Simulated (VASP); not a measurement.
# YSi2: formation energy of a point defect, part 2 of 5

Wanted: what a point defect costs in YSi2 and how the lattice relaxes round it. The start is a cell from a database of measured crystal structures.

VASP 6.6.1, plane waves and PAW; the level of theory is named at each step.

So far. Step 2 (The host at zero pressure): The run ended after 7 ionic steps, 0.160 eV below its first step, once forces and stress met EDIFFG = -0.02. Step 2 (The host at zero pressure): An edge changed by 5 % against the database cell. In a metal the coarse mesh may share the blame.

## (3) The perfect supercell

Level of this step: LDA; plane waves and PAW (Y_sv, Si) (VASP).

System of this step: YSi2. The structure is hexagonal, space group P6/mmm (No. 191). Conventional cell: a = 4.005 Å, b = 4.005 Å, c = 3.929 Å, α = 90.00°, β = 90.00°, γ = 120.00°. Nearest to Y lie 12 Si at 3.03 Å. Nearest to Si lie 3 Si at 2.31 Å and 6 Y at 3.03 Å. Farther neighbours are not listed.

The same cell, mesh and cutoff without the defect give the energy to subtract and, in a gapped host, the band edges to count from, so that most errors cancel.

File INCAR:

```
SYSTEM = YSi2
PREC = Normal
ENCUT = 320
EDIFF = 1E-05
NELM = 120
ISMEAR = 1
SIGMA = 0.2
LREAL = Auto
ALGO = Fast
GGA = CA
LORBIT = 11
LWAVE = .FALSE.
LCHARG = .FALSE.
KPAR = 4
```

File POSCAR:

```
YSi2
1.0
   -6.0071833986      3.4682489523      3.9286570014
    6.0071833986     -3.4682489523      3.9286570014
    6.0071833986     10.4047468569    -11.7859710042
Y Si
12 24
Direct
    0.0000000000      0.0000000000      0.0000000000
    0.5000000000      0.5000000000      0.0000000000
    0.5000000000      0.0000000000      0.1666666667
    0.0000000000      0.5000000000      0.1666666667
    0.0000000000      0.0000000000      0.3333333333
    0.5000000000      0.5000000000      0.3333333333
    0.5000000000      0.0000000000      0.5000000000
    0.0000000000      0.5000000000      0.5000000000
    0.0000000000      0.0000000000      0.6666666667
    0.5000000000      0.5000000000      0.6666666667
    0.5000000000      0.0000000000      0.8333333333
    0.0000000000      0.5000000000      0.8333333333
    0.4166666667      0.5833333333      0.1666666667
    0.9166666666      0.0833333333      0.1666666667
    0.9166666667      0.5833333334      0.3333333333
    0.4166666666      0.0833333333      0.3333333333
    0.4166666667      0.5833333334      0.5000000000
    0.9166666666      0.0833333333      0.5000000000
    0.9166666666      0.5833333333      0.6666666667
    0.4166666667      0.0833333334      0.6666666667
    0.4166666667      0.5833333333      0.8333333333
    0.9166666667      0.0833333334      0.8333333333
    0.9166666667      0.5833333334      0.0000000000
    0.4166666667      0.0833333334      0.0000000000
    0.5833333334      0.4166666666      0.1666666667
    0.0833333334      0.9166666666      0.1666666667
    0.0833333334      0.4166666667      0.3333333333
    0.5833333333      0.9166666666      0.3333333333
    0.5833333334      0.4166666667      0.5000000000
    0.0833333334      0.9166666666      0.5000000000
    0.0833333334      0.4166666667      0.6666666667
    0.5833333334      0.9166666666      0.6666666667
    0.5833333334      0.4166666666      0.8333333333
    0.0833333334      0.9166666666      0.8333333333
    0.0833333334      0.4166666666      0.0000000000
    0.5833333333      0.9166666666      0.0000000000
```

File KPOINTS:

```
Automatic mesh
0
Gamma
5 5 5
0 0 0
```

The projector-augmented-wave data sets are Y_sv and Si (LDA family, release 64).

Started as:

```sh
$ mpirun -np 4 vasp_std
```

The log of the run:

```text
[banner, memory and clock lines left out]
running    4 mpi-ranks, on    1 nodes
 distrk:  each k-point on    1 cores,    4 groups
 distr:  one band on    1 cores,    1 groups

 POSCAR found type information on POSCAR Y Si
 POSCAR found :  2 types and      36 ions
 LDA part: xc-table for (Slater(with rela. corr.)+CA(PZ))
 , standard interpolation
 POSCAR, INCAR and KPOINTS ok, starting setup
 FFT: planning ... GRIDC
 FFT: planning ... GRID_SOFT
 FFT: planning ... GRID
 WAVECAR not read
 entering main loop
       N       E                     dE             d eps       ncg     rms          rms(c)
DAV:   1     0.964915303767E+03    0.96492E+03   -0.78572E+04  7344   0.109E+03
DAV:   2    -0.152874282165E+03   -0.11178E+04   -0.10782E+04  8512   0.294E+02
DAV:   3    -0.250329075732E+03   -0.97455E+02   -0.95132E+02  9960   0.649E+01
DAV:   4    -0.259697512516E+03   -0.93684E+01   -0.93009E+01 11248   0.167E+01
DAV:   5    -0.260238597124E+03   -0.54108E+00   -0.54059E+00  9688   0.382E+00    0.949E+01
RMM:   6    -0.249502456078E+03    0.10736E+02   -0.21895E+01  9279   0.776E+00    0.666E+01
RMM:   7    -0.252268873452E+03   -0.27664E+01   -0.63112E+01 11609   0.118E+01    0.156E+01
RMM:   8    -0.249326498552E+03    0.29424E+01   -0.32961E+01  9859   0.924E+00    0.638E+00
RMM:   9    -0.248682143816E+03    0.64435E+00   -0.25725E+00  8852   0.325E+00    0.231E+00
RMM:  10    -0.248753875462E+03   -0.71732E-01   -0.77933E-01 11564   0.122E+00    0.245E+00
RMM:  11    -0.248758525957E+03   -0.46505E-02   -0.15161E-01 11330   0.604E-01    0.131E+00
RMM:  12    -0.248766333073E+03   -0.78071E-02   -0.77164E-02 12507   0.339E-01    0.766E-01
RMM:  13    -0.248766387016E+03   -0.53943E-04   -0.59761E-02 11183   0.525E-01    0.421E-01
RMM:  14    -0.248765342336E+03    0.10447E-02   -0.14565E-02 10853   0.237E-01    0.197E-01
RMM:  15    -0.248766028240E+03   -0.68590E-03   -0.67521E-03 13205   0.110E-01    0.203E-01
RMM:  16    -0.248766325625E+03   -0.29739E-03   -0.28010E-03 13195   0.635E-02    0.198E-01
RMM:  17    -0.248766468142E+03   -0.14252E-03   -0.13340E-03 10650   0.388E-02    0.205E-01
RMM:  18    -0.248766671967E+03   -0.20383E-03   -0.14488E-03 11902   0.759E-02    0.346E-01
RMM:  19    -0.248767126458E+03   -0.45449E-03   -0.30896E-03 13723   0.989E-02    0.374E-01
RMM:  20    -0.248766880867E+03    0.24559E-03   -0.50006E-04 10518   0.419E-02    0.302E-01
WARNING in EDDRMM: call to ZHEGV failed, returncode =   6  3    112
RMM:  21    -0.248766765932E+03    0.11494E-03   -0.38686E-04 10028   0.306E-02    0.252E-01
RMM:  22    -0.248766604850E+03    0.16108E-03   -0.34276E-04 10970   0.388E-02    0.152E-01
WARNING in EDDRMM: call to ZHEGV failed, returncode =   6  3     85
RMM:  23    -0.248766575307E+03    0.29543E-04   -0.21934E-04  9054   0.225E-02    0.112E-01
RMM:  24    -0.248766578605E+03   -0.32980E-05   -0.98061E-05  5793   0.107E-02
   1 F= -.24876658E+03 E0= -.24875515E+03  d E =-.342917E-01
```

Wall time 8.9 min (4 MPI ranks of Intel Xeon Platinum 8488C (Sapphire Rapids), shared host); peak memory 2.8 GiB; 34 min of CPU time.

Parts of OUTCAR (step 3):

```text
  LATTYP: Found a face centered orthorhombic cell.
 ALAT       =     7.8573140028
 B/A-ratio  =     1.7656155531
 C/A-ratio  =     3.0581358447

 Subroutine GETGRP returns: Found  8 space group operations
 (whereof  8 operations were pure point group operations)

The static configuration has the point symmetry D_2h.

 Found     27 irreducible k-points:

   k-points           NKPTS =     27   k-points in BZ     NKDIM =     27   number of bands    NBANDS=    136

   dimension x,y,z NGX =    36 NGY =   36 NGZ =   80
   dimension x,y,z NGXF=    72 NGYF=   72 NGZF=  160

   ENCUT  =  320.0 eV  23.52 Ry    4.85 a.u.  11.63 11.63 24.55*2*pi/ulx,y,z

   NELECT =     228.0000    total number of electrons

 E-fermi :   7.4354

 k-point     1 :       0.0000    0.0000    0.0000
  band No.  band energies     occupation
    ...
    107       6.2560      2.00000
    108       6.2560      2.00000
    109       6.4367      2.00000
    110       7.1664      2.06717
    111       7.1664      2.06717
    112       7.5260      0.31309
    113       7.5260      0.31309
    114       7.5260      0.31305
    115       7.5260      0.31305
    116       7.8520     -0.01210
    ...

 k-point     2 :       0.2000    0.0000   -0.0000
  band No.  band energies     occupation
    ...
    112       7.1887      2.07089
    113       7.2457      2.03785
    114       7.2719      1.98859
    115       7.3375      1.72810
    116       7.4058      1.24679
    117       7.6494     -0.06192
    118       7.6499     -0.06224
    119       7.6926     -0.06985
    120       7.8054     -0.02514
    121       8.0045     -0.00043
    ...

  Total        3.5403007      3.5621691     -7.5633266      0.0189386      0.0000000     -0.0000000
  in kB        8.6623451      8.7158523    -18.5058135      0.0463386      0.0000000     -0.0000000
  external PRESSURE =      -0.3758721 kB  Pullay stress =       0.0000000 kB

  energy-cutoff  :      320.00
  volume of cell :      654.81
      direct lattice vectors                 reciprocal lattice vectors
    -6.007183399  3.468248952  3.928657001     0.000000000  0.144164968  0.127269955
     6.007183399 -3.468248952  3.928657001     0.124850525  0.072082484  0.127269955
     6.007183399 10.404746857-11.785971004     0.041616842  0.072082484  0.000000000

 POSITION                                       TOTAL-FORCE (eV/Angst)
 -----------------------------------------------------------------------------------
      0.00000      0.00000      0.00000        -0.000000     -0.000000      0.000000
      0.00000      0.00000      3.92866        -0.000000     -0.000000      0.000000
     -2.00239      3.46825     -0.00000        -0.000000     -0.000000      0.000000
      4.00479      0.00000     -0.00000        -0.000000     -0.000000      0.000000
      2.00239      3.46825     -3.92866        -0.000000     -0.000000      0.000000
      2.00239      3.46825      0.00000        -0.000000     -0.000000      0.000000
      0.00000      6.93650     -3.92866        -0.000000     -0.000000      0.000000
      6.00718      3.46825     -3.92866        -0.000000     -0.000000      0.000000
      4.00479      6.93650     -7.85731        -0.000000     -0.000000      0.000000
      4.00479      6.93650     -3.92866        -0.000000     -0.000000      0.000000
      2.00239     10.40475     -7.85731        -0.000000     -0.000000      0.000000
      8.00958      6.93650     -7.85731        -0.000000     -0.000000      0.000000
      2.00239      1.15608      1.96433        -0.009358      0.005403     -0.000000
     -4.00479      4.62433      1.96433        -0.009358      0.005403     -0.000000
     -0.00000      4.62433      1.96433        -0.009358      0.005403      0.000000
     -0.00000      4.62433     -1.96433        -0.009358      0.005403      0.000000
      4.00479      4.62433     -1.96433        -0.009358      0.005403     -0.000000
     -2.00239      8.09258     -1.96433        -0.009358      0.005403     -0.000000
      2.00239      8.09258     -1.96433        -0.009358      0.005403     -0.000000
      2.00239      8.09258     -5.89299        -0.009358      0.005403      0.000000
      6.00718      8.09258     -5.89299        -0.009358      0.005403     -0.000000
     -0.00000     11.56083     -5.89299        -0.009358      0.005403     -0.000000
     -2.00239      1.15608      5.89299        -0.009358      0.005403      0.000000
     -2.00239      1.15608      1.96433        -0.009358      0.005403      0.000000
     -0.00000      2.31217      1.96433         0.009358     -0.005403     -0.000000
      6.00718     -1.15608      1.96433         0.009358     -0.005403     -0.000000
      4.00479      2.31217     -1.96433         0.009358     -0.005403      0.000000
      4.00479      2.31217      1.96433         0.009358     -0.005403      0.000000
      2.00239      5.78041     -1.96433         0.009358     -0.005403     -0.000000
      8.00958      2.31217     -1.96433         0.009358     -0.005403      0.000000
      6.00718      5.78041     -5.89299         0.009358     -0.005403     -0.000000
      6.00718      5.78041     -1.96433         0.009358     -0.005403      0.000000
      4.00479      9.24866     -5.89299         0.009358     -0.005403     -0.000000
     10.01197      5.78041     -5.89299         0.009358     -0.005403     -0.000000
      2.00239     -1.15608      1.96433         0.009358     -0.005403     -0.000000
      2.00239     -1.15608      5.89299         0.009358     -0.005403      0.000000
 -----------------------------------------------------------------------------------
    total drift:                                0.000000     -0.000000     -0.000000

  FREE ENERGIE OF THE ION-ELECTRON SYSTEM (eV)
  ---------------------------------------------------
  free  energy   TOTEN  =      -248.7665786053 eV

  energy  without entropy=     -248.7322869348  energy(sigma->0) =     -248.75514805

 total charge
# of ion       s       p       d       f       tot
--------------------------------------------------
    1        2.161   6.327   1.189   0.044   9.722
    2        2.161   6.327   1.189   0.044   9.722
    3        2.161   6.327   1.189   0.044   9.722
    4        2.161   6.327   1.189   0.044   9.722
    5        2.161   6.327   1.189   0.044   9.722
    6        2.161   6.327   1.189   0.044   9.722
    7        2.161   6.327   1.189   0.044   9.722
    8        2.161   6.327   1.189   0.044   9.722
    9        2.161   6.327   1.189   0.044   9.722
   10        2.161   6.327   1.189   0.044   9.722
   11        2.161   6.327   1.189   0.044   9.722
   12        2.161   6.327   1.189   0.044   9.722
   13        0.766   0.948   0.000   0.000   1.714
   14        0.766   0.948   0.000   0.000   1.714
   15        0.766   0.948   0.000   0.000   1.714
   16        0.766   0.948   0.000   0.000   1.714
   17        0.766   0.948   0.000   0.000   1.714
   18        0.766   0.948   0.000   0.000   1.714
   19        0.766   0.948   0.000   0.000   1.714
   20        0.766   0.948   0.000   0.000   1.714
   21        0.766   0.948   0.000   0.000   1.714
   22        0.766   0.948   0.000   0.000   1.714
   23        0.766   0.948   0.000   0.000   1.714
   24        0.766   0.948   0.000   0.000   1.714
   25        0.766   0.948   0.000   0.000   1.714
   26        0.766   0.948   0.000   0.000   1.714
   27        0.766   0.948   0.000   0.000   1.714
   28        0.766   0.948   0.000   0.000   1.714
   29        0.766   0.948   0.000   0.000   1.714
   30        0.766   0.948   0.000   0.000   1.714
   31        0.766   0.948   0.000   0.000   1.714
   32        0.766   0.948   0.000   0.000   1.714
   33        0.766   0.948   0.000   0.000   1.714
   34        0.766   0.948   0.000   0.000   1.714
   35        0.766   0.948   0.000   0.000   1.714
   36        0.766   0.948   0.000   0.000   1.714
--------------------------------------------------
tot         44.317  98.672  14.267   0.533 157.790

[... 7 further parts left out ...]
```

This step gave:

* electronic cycles: 24
* electrons: 228
* free energy (TOTEN): -248.7666 eV
* energy at zero smearing: -248.7551 eV
* Fermi energy: 7.435 eV

The host is treated as a metal, as its relaxation found a gap under 0.3 eV or none, and only the neutral defect is run.

[end of part 2 of 5]

[Lines on the potential files, build, host, timing and source positions are cut from VASP's logs without a mark.]

[Logs are printed without paths, hosts, clocks, repeated set-up lines and the standing remarks that a program may print on its own settings, such as how far it seeks lower states.]

[Hosts, paths, dates, database ids (printed as entryN), source tags and the programs' standing remarks are cut or masked in the printed files.]

[In band tables of VASP the shares of atoms and orbitals are scaled to a sum of 1 inside the atoms' spheres.]

[Runs that stopped without an error message from VASP are left out.]
